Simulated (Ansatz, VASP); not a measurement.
# Cross-check of Al (Al(100) monolayer) between VASP and Ansatz

Wanted: the spread between two codes on one cell, functional and k mesh. The cell is taken from a series of runs on this material, whose earlier steps may have relaxed, scaled, displaced or heated it; both programs get it as it stands.

Main program and level: Ansatz 0.2.0; plane waves, with VASP 6.6.1 beside it; PBE.

**1. Set-up**

The cell holds 1 atom: 1 Al. Its edges and angles: a = 2.864 Å, b = 2.864 Å, c = 18.000 Å, α = 90.0°, β = 90.0°, γ = 90.0°. Vacuum lies along c.

As a file:

```xyz
1
Lattice="2.8638 0.0000 0.0000 0.0000 2.8638 0.0000 0.0000 0.0000 18.0000" Properties=species:S:1:pos:R:3
Al    1.4319    1.4319    9.0000
```

**2. VASP: single point, PBE, pair 1**

With cell and atoms fixed, the geometry can't cause a difference; cores, projectors, grids and the points listed under the comparison can.

Lines of VASP's logs that name or quote its potential files are left out, and so is its time.

The input, INCAR:

```
SYSTEM = Al
PREC = Accurate
ENCUT = 400
EDIFF = 1E-06
NELM = 120
ISMEAR = -1
SIGMA = 0.1
LREAL = .FALSE.
ALGO = Normal
GGA = PE
NBANDS = 7
LORBIT = 11
LWAVE = .FALSE.
LCHARG = .FALSE.
ISIF = 2
LDIPOL = .TRUE.
IDIPOL = 3
DIPOL = 0.5 0.5 0.5
LVHAR = .TRUE.
LASPH = .TRUE.
GGA_COMPAT = .FALSE.
NELMDL = -8
KPAR = 2
```

The input, POSCAR:

```
Al
1.0
    2.8637824638      0.0000000000      0.0000000000
    0.0000000000      2.8637824638      0.0000000000
    0.0000000000      0.0000000000     18.0000000000
Al
1
Direct
    0.5000000000      0.5000000000      0.5000000000
```

The input, KPOINTS:

```
Automatic mesh
0
Gamma
14 14 1
0 0 0
```

Potentials, in the order of the species: Al (PBE family, release 64).

On the command line:

```console
mpirun -np 2 vasp_std
```

Numbers of over 12 decimals in the logs are rounded to 6 here.

The program printed:

```text
[banner, memory and clock lines left out]
running    2 mpi-ranks, on    1 nodes
 distrk:  each k-point on    1 cores,    2 groups
 distr:  one band on    1 cores,    1 groups

 POSCAR found type information on POSCAR Al
 POSCAR found :  1 types and       1 ions
 LDA part: xc-table for (Slater+PW92), standard interpolation
 POSCAR, INCAR and KPOINTS ok, starting setup
 FFT: planning ... GRIDC
 FFT: planning ... GRID_SOFT
 FFT: planning ... GRID
 WAVECAR not read
 entering main loop
       N       E                     dE             d eps       ncg     rms          rms(c)
DAV:   1     0.335872028423E+01    0.33587E+01   -0.72653E+02   504   0.180E+02
DAV:   2    -0.263022211085E+01   -0.59889E+01   -0.49702E+01   742   0.251E+01
DAV:   3    -0.273076929152E+01   -0.10055E+00   -0.98874E-01   672   0.456E+00
DAV:   4    -0.273263954384E+01   -0.18703E-02   -0.18694E-02   798   0.681E-01
DAV:   5    -0.273267986888E+01   -0.40325E-04   -0.40320E-04   749   0.763E-02
DAV:   6    -0.273268137399E+01   -0.15051E-05   -0.15052E-05   854   0.115E-02
DAV:   7    -0.273268142042E+01   -0.46437E-07   -0.46233E-07   700   0.171E-03
DAV:   8    -0.273268142142E+01   -0.99409E-09   -0.84352E-09   609   0.302E-04    0.114E+00
DAV:   9    -0.268315934178E+01    0.49522E-01   -0.23952E-02   651   0.467E-01    0.651E-01
DAV:  10    -0.265422395177E+01    0.28935E-01   -0.47301E-02   665   0.680E-01    0.102E-01
DAV:  11    -0.265420045136E+01    0.23500E-04   -0.17389E-03   665   0.204E-01    0.476E-02
DAV:  12    -0.265344631363E+01    0.75414E-03   -0.39412E-04   672   0.822E-02    0.252E-02
DAV:  13    -0.265380296334E+01   -0.35665E-03   -0.24328E-04   560   0.487E-02    0.122E-02
DAV:  14    -0.265393070345E+01   -0.12774E-03   -0.66091E-05   588   0.282E-02    0.701E-03
DAV:  15    -0.265414415730E+01   -0.21345E-03   -0.45404E-05   546   0.219E-02    0.477E-03
DAV:  16    -0.265418263167E+01   -0.38474E-04   -0.15254E-06   630   0.335E-03    0.160E-03
DAV:  17    -0.265420068303E+01   -0.18051E-04   -0.61224E-06   581   0.505E-03    0.215E-03
DAV:  18    -0.265423551194E+01   -0.34829E-04   -0.61376E-06   574   0.385E-03    0.699E-04
DAV:  19    -0.265424159913E+01   -0.60872E-05   -0.52816E-07   616   0.103E-03    0.631E-04
DAV:  20    -0.265424523716E+01   -0.36380E-05   -0.31167E-07   574   0.961E-04    0.894E-05
DAV:  21    -0.265424533749E+01   -0.10033E-06   -0.21197E-09   623   0.142E-04
   1 F= -.26542453E+01 E0= -.26401059E+01  d E =-.282789E-01
```

OUTCAR, selected parts (step 2):

```text
ion  position               nearest neighbor table
   1  0.500  0.500  0.500-

  LATTYP: Found a simple tetragonal cell.
 ALAT       =     2.8637824638
 C/A-ratio  =     6.2853936106

 Subroutine GETGRP returns: Found 16 space group operations
 (whereof 16 operations were pure point group operations)

The static configuration has the point symmetry D_4h.

 Found     36 irreducible k-points:

   k-points           NKPTS =     36   k-points in BZ     NKDIM =     36   number of bands    NBANDS=      7

   dimension x,y,z NGX =    20 NGY =   20 NGZ =  120
   dimension x,y,z NGXF=    40 NGYF=   40 NGZF=  240

   ENCUT  =  400.0 eV  29.40 Ry    5.42 a.u.   4.67  4.67 29.35*2*pi/ulx,y,z

   NELECT =       3.0000    total number of electrons

 k-points in reciprocal lattice and weights: Automatic mesh
   0.00000000  0.00000000  0.00000000       0.005
   0.07142857  0.00000000  0.00000000       0.020
   0.14285714  0.00000000  0.00000000       0.020
   0.21428571  0.00000000  0.00000000       0.020
   0.28571429  0.00000000  0.00000000       0.020
   0.35714286  0.00000000  0.00000000       0.020
   0.42857143  0.00000000  0.00000000       0.020
   0.50000000  0.00000000  0.00000000       0.010
   0.07142857  0.07142857  0.00000000       0.020
[...]
0.50000000  0.42857143  0.00000000       0.020
   0.50000000  0.50000000  0.00000000       0.005

 dipolmoment           0.000000      0.000000      0.000000 electrons x Angstroem

 average (electrostatic) potential at core
       1 -83.6594

 E-fermi :  -2.7546

 k-point     1 :       0.0000    0.0000    0.0000
  band No.  band energies     occupation
      1      -9.9299      2.00000
      2      -3.9028      1.99998
      3       0.3185      0.00000
      4       1.3688      0.00000
      5       1.6727      0.00000
      6       3.3035      0.00000
      7       3.3187      0.00000

 k-point     2 :       0.0714    0.0000    0.0000
  band No.  band energies     occupation
      1      -9.8390      2.00000
      2      -3.8157      1.99995
      3       0.4100      0.00000
      4       1.4613      0.00000
      5       1.7652      0.00000
      6       3.3955      0.00000
      7       3.4001      0.00000

 k-point     3 :       0.1429    0.0000    0.0000
  band No.  band energies     occupation
      1      -9.5668      2.00000
      2      -3.5550      1.99933
      3       0.6800      0.00000
      4       1.7385      0.00000
      5       2.0302      0.00000
      6       2.4857      0.00000
      7       3.6709      0.00000

  Total       -1.4768615     -1.4768615     -0.0006929      0.0000000      0.0000000     -0.0000000
  in kB      -16.0286819    -16.0286819     -0.0075197      0.0000000      0.0000000     -0.0000000
  external PRESSURE =     -10.6882945 kB  Pullay stress =       0.0000000 kB

  energy-cutoff  :      400.00
  volume of cell :      147.62
      direct lattice vectors                 reciprocal lattice vectors
     2.863782464  0.000000000  0.000000000     0.349188534  0.000000000  0.000000000
     0.000000000  2.863782464  0.000000000     0.000000000  0.349188534  0.000000000
     0.000000000  0.000000000 18.000000000     0.000000000  0.000000000  0.055555556

 POSITION                                       TOTAL-FORCE (eV/Angst)
 -----------------------------------------------------------------------------------
      1.43189      1.43189      9.00000         0.000000      0.000000      0.000000
 -----------------------------------------------------------------------------------
    total drift:                               -0.000000     -0.000000      0.000000

  FREE ENERGIE OF THE ION-ELECTRON SYSTEM (eV)
  ---------------------------------------------------
  free  energy   TOTEN  =        -2.6542453375 eV

  energy  without entropy=       -2.6259663960  energy(sigma->0) =       -2.64010587

 vacuum level on the upper side and lower side of the slab         1.479         1.479

 total charge
# of ion       s       p       d       tot
------------------------------------------
    1        0.506   0.241   0.000   0.747

[... 3 further parts left out ...]
```

**3. Ansatz: single point, PBE, pair 1**

Ansatz runs on its default PAW (the set named soft_2) files.

The same cell, functional, mesh and smearing now go to Ansatz, which takes its cutoff from its data sets.

The input, input.yaml:

```yaml
crystal:
  lattice:
    - [2.8637824638, 0.0, 0.0]
    - [0.0, 2.8637824638, 0.0]
    - [0.0, 0.0, 18.0]
  atoms:
    - { symbol: Al, position: [0.5, 0.5, 0.5] }
kpoints:
  mp_grid: { grid: [14, 14, 1] }
hamiltonian:
  xc: pbe
scf:
  occupations: { method: fermi_dirac, width: 0.1 }
  convergence: { dr2_threshold: 1.0e-09 }
efield:
  axis: 3
  dipole_correction: true
  ramp_position: 0.97
  ramp_width: 0.06
output:
  write_potential: true
  write_density: true
  volumetric_format: npy
  elf: true
```

On the command line:

```console
ansatz run input.yaml --threads 2 --pin off --max-ram 3072MiB --backend cpu --events-out ev --progress --plain --runs-dir out
```

The program printed:

```text
Engine: ansatz 0.2.0, x86_64-unknown-linux-gnu
Pseudopotentials: kind: paw
Pseudopotential: Al, paw, valence charge 3, recommended cutoff 420 eV (normal), Al.paw.azcp
Functional definition: PBE
  parameter kappa = 0.804
  parameter beta = 0.066725
  exchange = pbe_x(kappa = kappa, mu = beta*pi^2/3)
  correlation = pbe_c(beta = beta)
Crystal: 1 atoms, lattice volume = 147.622 Å³
Basis set: ecut = 420 eV, 2881 PW (Γ)
Bands: 6, of which v1, the nominal top of the filled ones, is band 2 counted from 1 (1 counted from 0)
Symmetry: 8 space group operations
k-points: 36 of 196
Non-local potential: Al, projectors of the file, l = 0: 2, l = 1: 2, l = 2: 1
PAW form: soft (Blöchl's): semilocal exchange-correlation on the pseudo side does not see the compensation charge
PAW one-centre angular grid: Al, 110 points (default); XC on 64 Gauss nodes
Initial density: superposition of atomic densities (neutral atoms: chi_scale 0, normalization atom), corrected by the library's trained network
Initial wavefunctions: pseudopotential atomic-orbital guess
Functional: x = pbe(κ = 0.804, μ = 0.219515), c = pbe(β = 0.066725)
SCF iter   1: F=—  HF=-536.409855 eV  |F-HF|=—  |Δ(HF+E_count)|=         —  Δρ=1.08e-3  dr2=3.24e-3  ethr=1.77e-3  p=0.000 e·Å  D=1.60e-15 V/Å  ΔV_dip=-0.00 eV  dr2_dipole=4.08e-12  V_vac-E_F(+/−)=4.03/4.03 eV  ⟨swp⟩=7.1  Hψ=2464  notcnv=0
efield: sawtooth ramp at fractional position 0.9700 (set: `efield.ramp_position`, or a place that a band, a saddle search or an elastic batch's reference lends), width 0.0600; the density the first Hamiltonian is built on has a dipole p = 0.000 e·Å; the dipole correction subtracts the counter field D = 1.60e-15 V/Å, which shifts the + side's vacuum level by -0.00 eV against the − side's; the planar-averaged density in the ramp window peaks in size at 1.5e-6 e/Å³
preconditioner: auto → LDOS  [metal: Δε(μ)=0.065 eV  Ē_g=7.648 eV  σ=0.100 eV  W_gap=0.16  n_scr=8 (ndim 8)  ℏωp=5.3 eV  f_vac=0.634  D(μ)=0.88/eV (n_scr^D=4)  β→1.0]
SCF iter   2: F=—  HF=-536.410514 eV  |F-HF|=—  |Δ(HF+E_count)|=   6.59e-4  Δρ=3.41e-4  dr2=2.29e-4  ethr=1.08e-4  p=-0.000 e·Å  D=-3.48e-7 V/Å  ΔV_dip=0.00 eV  dr2_dipole=5.03e-12  V_vac-E_F(+/−)=4.23/4.23 eV  ⟨swp⟩=2.4  Hψ=610  notcnv=0
SCF iter   3: F=—  HF=-536.410667 eV  |F-HF|=—  |Δ(HF+E_count)|=   1.53e-4  Δρ=6.93e-5  dr2=6.20e-6  ethr=7.64e-6  p=0.000 e·Å  D=1.59e-7 V/Å  ΔV_dip=-0.00 eV  dr2_dipole=1.22e-12  V_vac-E_F(+/−)=4.24/4.24 eV  ⟨swp⟩=2.0  Hψ=294  notcnv=0
SCF iter   4: F=—  HF=-536.410676 eV  |F-HF|=—  |Δ(HF+E_count)|=   8.95e-6  Δρ=8.22e-6  dr2=2.06e-7  ethr=2.07e-7  p=-0.000 e·Å  D=-1.15e-7 V/Å  ΔV_dip=0.00 eV  dr2_dipole=8.44e-13  V_vac-E_F(+/−)=4.23/4.23 eV  ⟨swp⟩=2.3  Hψ=286  notcnv=0
SCF iter   5: F=—  HF=-536.410676 eV  |F-HF|=—  |Δ(HF+E_count)|=   1.34e-7  Δρ=1.94e-6  dr2=7.62e-9  ethr=6.87e-9  p=0.000 e·Å  D=7.38e-8 V/Å  ΔV_dip=-0.00 eV  dr2_dipole=2.42e-13  V_vac-E_F(+/−)=4.23/4.23 eV  ⟨swp⟩=2.0  Hψ=286  notcnv=0
SCF iter   6: F=-536.410676 eV  HF=-536.410676 eV  |F-HF|=6.95e-11  |Δ(HF+E_count)|=   8.40e-9  Δρ=1.37e-7  dr2=6.11e-11  ethr=3.33e-11  p=-0.000 e·Å  D=-5.92e-8 V/Å  ΔV_dip=0.00 eV  dr2_dipole=2.00e-13  V_vac-E_F(+/−)=4.23/4.23 eV  ⟨swp⟩=4.4  Hψ=1164  notcnv=0
SCF 1 converged in 6 iterations: F = -536.410676 eV  dr2 = 6.11e-11
  greatest PAW one-centre occupation: 0.507 electrons in one spin orbital (limit 2), on the Al atom at site 0 (counted from 0), in its partial waves of l = 0
WARN: The output density's exchange-correlation potential varies sharply where the density is thin. Do not read a vacuum level from v_tot or v_xc, or from such a field of the output density. On a cell that repeats whose density bears no net charge and no dipole along the vacuum's axis use v_es (v_loc + v_h of the components); under efield.dipole_correction with no amplitude use v_es + v_field, which holds any externa [...]
SCF converged after 6 iterations
Free energy (F): -536.410676 eV
Harris-Foulkes:  -536.410676 eV  (|F-HF|=6.95e-11)
Internal energy: -536.382367 eV  (E = F + TS)
E sigma→0 (E₀):  -536.396521 eV
Entropy (-TS):   -0.028309 eV (-28.309 meV/atom)
Fermi energy:    -2.761595 eV
Dipole field:    D = 0.000001 V/Å  (p = 0.000001 e·Å, saw-weighted, corrected)
Work function:   Φ+ = 4.2326 eV   Φ− = 4.2326 eV
Levels:          The Fermi level and band energies are counted from a zero that moves with the ramp; work functions are not
--- Per-component energies (eV) ---
  E_band       = -17.753643
  E_kinetic    = 17.892337
  E_local      = -225.807534  (includes V_loc(G=0)·N_el)
  E_nonlocal   = 10.920508
  E_hartree    = 103.895749
  E_xc         = -36.852552
  E_vxc        = -25.058283  (∫ρ·V_xc dr)
  E_paw        = -467.111221  (= ΣΔE_a)
  E_vpaw       = -3.492088  (= ΣTr[D̂ρ^β])
  E_aug_tail   = -0.000002  (compensation charges beyond the density's cutoff)
  E_efield     = 0.000000  (sawtooth field / dipole correction)
  E_vefield    = 0.000000  (∫n·V_field dr)
  E_ewald      = 60.680348
  E_smearing   = -0.028309  (= −TS)
  E_closure    = -0.000000  (closes the sum)
  Σ components = -536.410676   (vs F -536.410676, Δ=0.00e0)
--- Band table (eV; the first three rows and the last of 36) ---
  k-point 0: bands = ["-9.9358", "-3.9091", "0.3075", "1.3508", "1.6452", "3.2619"]
  k-point 1: bands = ["-9.8449", "-3.8220", "0.3990", "1.4433", "1.7377", "3.3539"]
  k-point 2: bands = ["-9.5727", "-3.5615", "0.6690", "1.7206", "2.0029", "2.4692"]
  k-point 35: bands = ["-2.0445", "-2.0445", "-1.1978", "0.8557", "2.8320", "4.9428"]
```

The column dr2 measures how far the density is from self-consistency, as an energy; F and HF (Harris–Foulkes) agree once it is small.

**4. Comparison**

Known differences besides the potentials themselves: the cutoff is 420 eV in Ansatz and 400 eV in VASP. Total energies have different zeros and are not compared.

The two programs side by side:

```
                                   quantity  Ansatz  VASP  difference
 work function, lower of the two faces (eV)    4.23  4.23        0.00
work function, higher of the two faces (eV)    4.23  4.23        0.00
```

Where the cell holds vacuum, a pressure given here is an average over it and none of the material.

**5. VASP: single point, PBE, pair 2**

A single point takes one fixed geometry, so differences don't come from the geometry; what else differs is listed under the comparison. This pair takes another cell of the material, with 2 atoms against 1 for the pair before.

INCAR, as its differences from that of step 2:

```diff
@@ -10,3 +10,3 @@
 GGA = PE
-NBANDS = 7
+NBANDS = 9
 LORBIT = 11
```

The input, POSCAR:

```
Al
1.0
    2.8637824638      0.0000000000      0.0000000000
    0.0000000000      2.8637824638      0.0000000000
    0.0000000000      0.0000000000     20.0250000000
Al
2
Direct
    0.5000000000      0.5000000000      0.4494382022
    1.0000000000      0.0000000000      0.5505617978
```

KPOINTS is that of step 2.

On the command line:

```console
mpirun -np 2 vasp_std
```

The program printed:

```text
[banner, memory and clock lines left out]
running    2 mpi-ranks, on    1 nodes
[...]
LDA part: xc-table for (Slater+PW92), standard interpolation
 POSCAR, INCAR and KPOINTS ok, starting setup
[...]
entering main loop
       N       E                     dE             d eps       ncg     rms          rms(c)
DAV:   1     0.115297529797E+02    0.11530E+02   -0.17509E+03   648   0.357E+02
DAV:   2    -0.638125184718E+01   -0.17911E+02   -0.16704E+02   985   0.545E+01
DAV:   3    -0.680606303898E+01   -0.42481E+00   -0.42053E+00   860   0.978E+00
DAV:   4    -0.681473698685E+01   -0.86739E-02   -0.86719E-02   957   0.171E+00
[...]
DAV:  21    -0.646556263937E+01   -0.98101E-05   -0.73670E-07   726   0.209E-03    0.470E-04
DAV:  22    -0.646556563775E+01   -0.29984E-05   -0.17753E-07   697   0.894E-04    0.214E-04
DAV:  23    -0.646556574910E+01   -0.11135E-06   -0.26147E-09   680   0.200E-04
   1 F= -.64655657E+01 E0= -.64436782E+01  d E =-.437751E-01
```

Parts of OUTCAR (step 5):

```text
  Total       -1.7567767     -1.7567767      0.2019798      0.0000000      0.0000000      0.0000000
  in kB      -17.1385700    -17.1385700      1.9704526      0.0000000      0.0000000      0.0000000
  external PRESSURE =     -10.7688958 kB  Pullay stress =       0.0000000 kB

 POSITION                                       TOTAL-FORCE (eV/Angst)
 -----------------------------------------------------------------------------------
      1.43189      1.43189      9.00000         0.000000     -0.000000     -0.101487
      0.00000      0.00000     11.02500         0.000000      0.000000      0.101487
 -----------------------------------------------------------------------------------
    total drift:                               -0.000000     -0.000000     -0.000000

  FREE ENERGIE OF THE ION-ELECTRON SYSTEM (eV)
  ---------------------------------------------------
  free  energy   TOTEN  =        -6.4655657491 eV

  energy  without entropy=       -6.4217906251  energy(sigma->0) =       -6.44367819

[... 3 further parts left out ...]
[key lines of the parts left out:]
E-fermi :  -1.8511
```

(Part 1 of 2 ends here.)

[Lines on the potential files, build, host, timing and source positions are cut from VASP's logs without a mark.]

[Logs are printed without paths, hosts, clocks, repeated set-up lines and the standing remarks that a program may print on its own settings, such as how far it seeks lower states.]

[Hosts, paths, dates, database ids (printed as entryN), source tags and the programs' standing remarks are cut or masked in the printed files.]
